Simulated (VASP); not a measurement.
# SrPb: Ag into a neighbouring Pb vacancy, part 2 of 4

Aim: the barrier for one hop in SrPb: Ag into a neighbouring Pb vacancy. The start is a cell from a database of measured crystal structures.

VASP 6.6.1, plane waves and PAW; the level of theory is named at each step.

So far. Step 2 (Relax the host): The run ended after 5 ionic steps, 0.045 eV below its first step, once forces and stress met EDIFFG = -0.02.

**3. Relax the start**

This step: PBEsol; plane waves and PAW (Pb, Ag, Sr_sv) (VASP 6.6.1).

System of this step: Sr8AgPb6. The cell holds 15 atoms: 6 Pb, 1 Ag and 8 Sr. Cell: a = 8.111 Å, b = 8.111 Å, c = 9.905 Å, α = 72.2°, β = 72.2°, γ = 96.8°. It derives from SrPb. Nearest the centre at fractional (0.250, 0.250, 0.125): Ag7 at 1.56 Å, Sr11 at 3.17 Å, Sr14 at 3.17 Å, Sr10 at 3.18 Å, Sr15 at 3.18 Å, Pb3 at 3.73 Å, Pb5 at 3.73 Å, Sr12 at 4.60 Å.

A path needs two true minima; the start is relaxed with symmetry off.

Input file INCAR:

```
SYSTEM = Sr8AgPb6
PREC = Normal
ENCUT = 280
EDIFF = 1E-05
NELM = 120
ISMEAR = 1
SIGMA = 0.15
LREAL = Auto
ALGO = Fast
GGA = PS
NBANDS = 72
LORBIT = 11
LWAVE = .FALSE.
LCHARG = .FALSE.
NCORE = 3
IBRION = 2
NSW = 60
ISIF = 2
EDIFFG = -0.05
POTIM = 0.4
MAXMIX = 40
ISYM = 0
```

Input file POSCAR:

```
Sr8AgPb6
1.0
    2.4763014201      6.0654077633      4.7820034763
    2.4763014201     -6.0654077633      4.7820034763
    9.9052056804      0.0000000000      0.0000000000
Pb Ag Sr
6 1 8
Direct
    0.2086678783      0.0427141243      0.6878522823
    0.7090483817      0.5428185119      0.4344020193
    0.7083427503      0.5431820181      0.9360346240
    0.2945678511      0.4577186926      0.5625222589
    0.7921009358      0.9558826737      0.3115170935
    0.7928316314      0.9559452128      0.8140149435
    0.2929707152      0.4570633383      0.0609127038
    0.4961804223      0.7580300486      0.1858909014
    0.4884617887      0.7608072537      0.6822085220
    0.9927483617      0.2581605541      0.4364203094
    0.9893186525      0.2591020721      0.9421710324
    0.0105111240      0.7422620374      0.0659313521
    0.0056913547      0.7450090410      0.5612870501
    0.5046060548      0.2425364539      0.3134344876
    0.5062952224      0.2432937784      0.8124572835
```

Input file KPOINTS:

```
Automatic mesh
0
Gamma
3 3 2
0 0 0
```

PAW data sets: Pb, Ag and Sr_sv (PBE family, release 64).

On the command line:

```sh
> mpirun -np 3 vasp_std
```

What it wrote:

```text
[banner, memory and clock lines left out]
running    3 mpi-ranks, on    1 nodes
 distrk:  each k-point on    3 cores,    1 groups
 distr:  one band on    3 cores,    1 groups

 POSCAR found type information on POSCAR PbAgSr
 POSCAR found :  3 types and      15 ions
 [... a notice as in an earlier step ...]

 LDA part: xc-table for (Slater+PW92), standard interpolation
 POSCAR, INCAR and KPOINTS ok, starting setup
 FFT: planning ... GRIDC
 FFT: planning ... GRID_SOFT
 FFT: planning ... GRID
 WAVECAR not read
 entering main loop
       N       E                     dE             d eps       ncg     rms          rms(c)
DAV:   1     0.600063562949E+03    0.60006E+03   -0.36234E+04  1544   0.842E+02
DAV:   2     0.124291953192E+02   -0.58763E+03   -0.57088E+03  1696   0.250E+02
DAV:   3    -0.459107667551E+02   -0.58340E+02   -0.57713E+02  1856   0.581E+01
DAV:   4    -0.503531163563E+02   -0.44423E+01   -0.44218E+01  2448   0.165E+01
DAV:   5    -0.505695662239E+02   -0.21645E+00   -0.21638E+00  2048   0.282E+00    0.430E+01
RMM:   6    -0.487717424949E+02    0.17978E+01   -0.40071E+00  1505   0.447E+00    0.256E+01
RMM:   7    -0.485814356065E+02    0.19031E+00   -0.32085E+00  1743   0.393E+00    0.439E+00
RMM:   8    -0.485613952509E+02    0.20040E-01   -0.55949E-01  2043   0.164E+00    0.183E+00
RMM:   9    -0.485439201540E+02    0.17475E-01   -0.12372E-01  1970   0.824E-01    0.602E-01
RMM:  10    -0.485472480681E+02   -0.33279E-02   -0.44346E-02  2453   0.423E-01    0.314E-01
RMM:  11    -0.485481986694E+02   -0.95060E-03   -0.15613E-02  2507   0.261E-01    0.131E-01
RMM:  12    -0.485489747681E+02   -0.77610E-03   -0.82476E-03  2554   0.174E-01    0.733E-02
RMM:  13    -0.485492727508E+02   -0.29798E-03   -0.35256E-03  2426   0.123E-01    0.481E-02
RMM:  14    -0.485494689053E+02   -0.19615E-03   -0.19715E-03  2380   0.892E-02    0.393E-02
RMM:  15    -0.485495395665E+02   -0.70661E-04   -0.84823E-04  2376   0.697E-02    0.105E-02
RMM:  16    -0.485495951888E+02   -0.55622E-04   -0.58037E-04  2315   0.502E-02    0.128E-02
RMM:  17    -0.485496216987E+02   -0.26510E-04   -0.25694E-04  2275   0.368E-02    0.108E-02
RMM:  18    -0.485496368246E+02   -0.15126E-04   -0.14536E-04  2131   0.279E-02    0.243E-02
RMM:  19    -0.485496431362E+02   -0.63116E-05   -0.70260E-05  1823   0.224E-02
   1 F= -.48549643E+02 E0= -.48548623E+02  d E =-.485496E+02
 curvature:   0.00 expect dE= 0.000E+00 dE for cont linesearch  0.000E+00
 trial: gam= 0.00000 g(F)=  0.201E-01 g(S)=  0.000E+00 ort = 0.000E+00 (trialstep = 0.100E+01)
 search vector abs. value=  0.201E-01
 bond charge predicted
       N       E                     dE             d eps       ncg     rms          rms(c)
DAV:   1    -0.485650113101E+02   -0.15374E-01   -0.17814E+00  1720   0.427E+00    0.439E-01
RMM:   2    -0.485680318121E+02   -0.30205E-02   -0.43648E-02  1611   0.750E-01    0.235E-01
RMM:   3    -0.485683350569E+02   -0.30324E-03   -0.64572E-03  2264   0.263E-01    0.127E-01
RMM:   4    -0.485685292651E+02   -0.19421E-03   -0.19278E-03  2432   0.129E-01    0.181E-01
WARNING in EDDRMM: call to ZHEGV failed, returncode =   8  4     60
RMM:   5    -0.485684763330E+02    0.52932E-04   -0.77309E-04  2253   0.814E-02    0.112E-01
RMM:   6    -0.485685210961E+02   -0.44763E-04   -0.50993E-04  2304   0.581E-02    0.107E-01
RMM:   7    -0.485685455248E+02   -0.24429E-04   -0.26565E-04  2033   0.433E-02    0.919E-02
RMM:   8    -0.485685627758E+02   -0.17251E-04   -0.15551E-04  1788   0.331E-02    0.870E-02
RMM:   9    -0.485685662203E+02   -0.34444E-05   -0.10391E-04  1909   0.283E-02    0.704E-02
RMM:  10    -0.485685675797E+02   -0.13594E-05   -0.93253E-05  1932   0.257E-02
   2 F= -.48568568E+02 E0= -.48567450E+02  d E =-.189244E-01
[...]
WARNING in EDDRMM: call to ZHEGV failed, returncode =   6  3     38
[...]
WARNING in EDDRMM: call to ZHEGV failed, returncode =   6  3     38
[... from here on, the cycles between the ionic steps are left out ...]
   3 F= -.48611113E+02 E0= -.48609706E+02  d E =-.614704E-01
[...]
WARNING in EDDRMM: call to ZHEGV failed, returncode =   6  3     55
WARNING in EDDRMM: call to ZHEGV failed, returncode =   8  4     50
   4 F= -.48628610E+02 E0= -.48626630E+02  d E =-.789667E-01
[...]
WARNING in EDDRMM: call to ZHEGV failed, returncode =   6  3     43
   5 F= -.48633045E+02 E0= -.48631221E+02  d E =-.834020E-01
[...]
WARNING in EDDRMM: call to ZHEGV failed, returncode =   6  3     53
[...]
WARNING in EDDRMM: call to ZHEGV failed, returncode =   6  3     33
WARNING in EDDRMM: call to ZHEGV failed, returncode =   6  3     60
   6 F= -.48644634E+02 E0= -.48642514E+02  d E =-.115888E-01
[...]
WARNING in EDDRMM: call to ZHEGV failed, returncode =   6  3     51
   7 F= -.48652796E+02 E0= -.48649875E+02  d E =-.197505E-01
   8 F= -.48654534E+02 E0= -.48651823E+02  d E =-.214887E-01
[...]
WARNING in EDDRMM: call to ZHEGV failed, returncode =   6  3     47
   9 F= -.48661851E+02 E0= -.48659282E+02  d E =-.731717E-02
[...]
WARNING in EDDRMM: call to ZHEGV failed, returncode =   6  3     39
WARNING in EDDRMM: call to ZHEGV failed, returncode =   6  3     39
  10 F= -.48658421E+02 E0= -.48656319E+02  d E =-.388705E-02
 curvature:  -3.45 expect dE=-0.941E-02 dE for cont linesearch -0.341E-02
 ZBRENT: interpolating
 opt :   7.6715  next Energy=   -48.665178 (dE=-0.106E-01)
 bond charge predicted
       N       E                     dE             d eps       ncg     rms          rms(c)
DAV:   1    -0.486488485839E+02    0.95643E-02   -0.76903E+00  1440   0.889E+00    0.981E-01
RMM:   2    -0.486608865786E+02   -0.12038E-01   -0.18692E-01  1592   0.155E+00    0.447E-01
RMM:   3    -0.486631527372E+02   -0.22662E-02   -0.31317E-02  2296   0.544E-01    0.150E-01
RMM:   4    -0.486638944078E+02   -0.74167E-03   -0.82882E-03  2495   0.241E-01    0.865E-02
WARNING in EDDRMM: call to ZHEGV failed, returncode =   8  4     50
RMM:   5    -0.486641891421E+02   -0.29473E-03   -0.27289E-03  2420   0.139E-01    0.709E-02
WARNING in EDDRMM: call to ZHEGV failed, returncode =   6  3     41
RMM:   6    -0.486643673384E+02   -0.17820E-03   -0.15434E-03  2355   0.960E-02    0.566E-02
RMM:   7    -0.486644637813E+02   -0.96443E-04   -0.80412E-04  2136   0.699E-02    0.510E-02
RMM:   8    -0.486645222123E+02   -0.58431E-04   -0.49239E-04  1991   0.545E-02    0.391E-02
RMM:   9    -0.486645555033E+02   -0.33291E-04   -0.28475E-04  1871   0.432E-02    0.287E-02
RMM:  10    -0.486645765519E+02   -0.21049E-04   -0.19165E-04  1849   0.349E-02    0.207E-02
RMM:  11    -0.486645883543E+02   -0.11802E-04   -0.10454E-04  1704   0.279E-02    0.171E-02
RMM:  12    -0.486645974437E+02   -0.90895E-05   -0.81963E-05  1653   0.235E-02
  11 F= -.48664597E+02 E0= -.48662219E+02  d E =-.100636E-01
 curvature:  -3.36 expect dE=-0.162E-02 dE for cont linesearch -0.593E-04
 trial: gam= 0.21014 g(F)=  0.483E-03 g(S)=  0.000E+00 ort =-0.275E-03 (trialstep = 0.434E+01)
 search vector abs. value=  0.557E-03
 reached required accuracy - stopping structural energy minimisation
```

The job ended after 9.7 min (3 MPI ranks of AMD EPYC 7R43, shared host; peak memory 0.44 GiB; 29 min of CPU time).

From OUTCAR (step 3):

```text
 Found     10 irreducible k-points:

   k-points           NKPTS =     10   k-points in BZ     NKDIM =     10   number of bands    NBANDS=     72

   dimension x,y,z NGX =    36 NGY =   36 NGZ =   42
   dimension x,y,z NGXF=    72 NGYF=   72 NGZF=   84

   ENCUT  =  280.0 eV  20.58 Ry    4.54 a.u.  11.07 11.07 13.51*2*pi/ulx,y,z

   NELECT =     115.0000    total number of electrons

 E-fermi :   2.9126

 k-point     1 :       0.0000    0.0000    0.0000
  band No.  band energies     occupation
    ...
     53       1.9673      2.00000
     54       2.0336      2.00000
     55       2.1639      2.00000
     56       2.4071      2.00002
     57       2.8851      1.30526
     58       3.0041      0.15143
     59       3.2055     -0.01859
     60       3.4213     -0.00002
     61       3.5593     -0.00000
     62       3.6837     -0.00000
    ...

 k-point     2 :       0.3333    0.0000    0.0000
  band No.  band energies     occupation
    ...
     53       1.8028      2.00000
     54       1.9993      2.00000
     55       2.1998      2.00000
     56       2.4254      2.00004
     57       2.9178      0.94152
     58       3.0233      0.05528
     59       3.1427     -0.05224
     60       3.2377     -0.00899
     61       3.4598     -0.00000
     62       3.6337     -0.00000
    ...

  Total       -4.5729847     -2.2206168     -3.3536785     -0.1143370      0.8075499     -0.3016286
  in kB      -12.7510792     -6.1918557     -9.3512277     -0.3188116      2.2517313     -0.8410458
  external PRESSURE =      -9.4313875 kB  Pullay stress =       0.0000000 kB

  energy-cutoff  :      280.00
  volume of cell :      574.60
      direct lattice vectors                 reciprocal lattice vectors
     2.476301420  6.065407763  4.782003476     0.000000000  0.082434689  0.104558686
     2.476301420 -6.065407763  4.782003476     0.000000000 -0.082434689  0.104558686
     9.905205680  0.000000000  0.000000000     0.100957015  0.000000000 -0.052279343

 POSITION                                       TOTAL-FORCE (eV/Angst)
 -----------------------------------------------------------------------------------
      7.41262      0.96887      1.21593         0.003404     -0.009747      0.002092
      7.41774      0.98933      5.93604        -0.008977      0.031081     -0.024427
     12.36293      0.94327      5.96003         0.012035     -0.018701     -0.042545
      7.45165     -1.03867      3.56565         0.003616     -0.013638      0.014432
      7.39843     -0.89892      8.37500         0.007630      0.013216     -0.022514
     12.41219     -1.04457      8.40095        -0.002986     -0.005491     -0.010531
      2.49881     -0.97894      3.68716        -0.009659      0.007220      0.019253
      4.91584     -1.57804      5.95253         0.005674     -0.009269      0.006954
      9.92302     -1.67248      5.99658        -0.026358      0.037053      0.016447
      7.26273      4.43670      6.00230         0.011253      0.011746     -0.007064
     12.53927      4.43371      6.01380        -0.008166      0.013892     -0.009512
      2.44176     -4.36536      3.50721         0.021647     -0.023016      0.019842
      9.93854      1.59719      8.27957        -0.017620     -0.012934     -0.008762
      4.89872      1.64006      3.58991         0.002280     -0.001650      0.020813
      9.95133      1.58889      3.64876         0.006226     -0.019762      0.025522
 -----------------------------------------------------------------------------------
    total drift:                                0.000517     -0.012035      0.001348

  FREE ENERGIE OF THE ION-ELECTRON SYSTEM (eV)
  ---------------------------------------------------
  free  energy   TOTEN  =       -48.6645974437 eV

  energy  without entropy=      -48.6574613666  energy(sigma->0) =      -48.66221875

 total charge
# of ion       s       p       d       tot
------------------------------------------
    1        1.641   1.814   0.043   3.498
    2        1.639   1.840   0.046   3.526
    3        1.632   1.894   0.041   3.568
    4        1.643   1.803   0.044   3.490
    5        1.638   1.829   0.026   3.493
    6        1.648   1.782   0.043   3.473
    7        0.537   0.182   9.100   9.819
    8        2.029   5.708   0.183   7.919
    9        2.023   5.712   0.195   7.929
   10        2.028   5.708   0.176   7.912
   11        2.028   5.707   0.180   7.915
   12        2.028   5.711   0.178   7.916
   13        2.024   5.712   0.195   7.930
   14        2.030   5.706   0.177   7.913
   15        2.028   5.707   0.186   7.921
--------------------------------------------------
tot         26.597  56.813  10.812  94.222

[... 1 part as in an earlier step ...]

[... 7 further parts left out ...]
```

This run has no spin polarisation. Its electron count is odd, so without a moment it is a metal by construction.

Step by step:

```tsv
step	energy less that of the first step (eV)	largest force (eV/Å)
1	0.0000	0.2955
2	-0.0189	0.2722
3	-0.0615	0.1817
4	-0.0790	0.2191
5	-0.0834	0.1784
6	-0.0950	0.1151
7	-0.1032	0.2040
8	-0.1049	0.1324
9	-0.1122	0.0923
10	-0.1088	0.1348
11	-0.1150	0.0484
```

The atoms that moved most (Å):

```tsv
atom	dx	dy	dz	length
Sr10	-0.158	-0.019	0.020	0.160
Sr12	-0.075	0.073	-0.093	0.140
Sr11	0.115	0.005	0.044	0.124
Ag7	0.038	0.016	0.100	0.109
Sr13	0.044	0.016	-0.092	0.103
Pb5	-0.016	0.094	0.016	0.097
Sr15	0.048	-0.006	0.064	0.080
Sr9	0.072	-0.021	0.023	0.078
```

The relaxed structure:

```xyz
15
Lattice="2.4763 6.0654 4.7820 2.4763 -6.0654 4.7820 9.9052 0.0000 0.0000" Properties=species:S:1:pos:R:3 pbc="T T T"
Pb    7.4126    0.9689    1.2159
Pb    7.4177    0.9893    5.9360
Pb   12.3629    0.9433    5.9600
Pb    7.4517   -1.0387    3.5657
Pb    7.3984   -0.8989    8.3750
Pb   12.4122   -1.0446    8.4009
Ag    2.4988   -0.9789    3.6872
Sr    4.9158   -1.5780    5.9525
Sr    9.9230   -1.6725    5.9966
Sr    7.2627    4.4367    6.0023
Sr   12.5393    4.4337    6.0138
Sr    2.4418   -4.3654    3.5072
Sr    7.4622   -4.4682    3.4976
Sr    4.8987    1.6401    3.5899
Sr    9.9513    1.5889    3.6488
```

Numbers from this step:

- electronic cycles: 139
- electrons: 115
- free energy (TOTEN): -48.66 eV
- energy at zero smearing: -48.66 eV
- Fermi energy: 2.913 eV

The run ended after 11 ionic steps, 0.115 eV below its first step, once the forces on the free atoms met EDIFFG = -0.05.

[end of part 2 of 4]

[Lines on the potential files, build, host, timing and source positions are cut from VASP's logs without a mark.]

[Logs are printed without paths, hosts, clocks, repeated set-up lines and the standing remarks that a program may print on its own settings, such as how far it seeks lower states.]

[Hosts, paths, dates, database ids (printed as entryN), source tags and the programs' standing remarks are cut or masked in the printed files.]

[Runs that stopped without an error message from VASP are left out.]
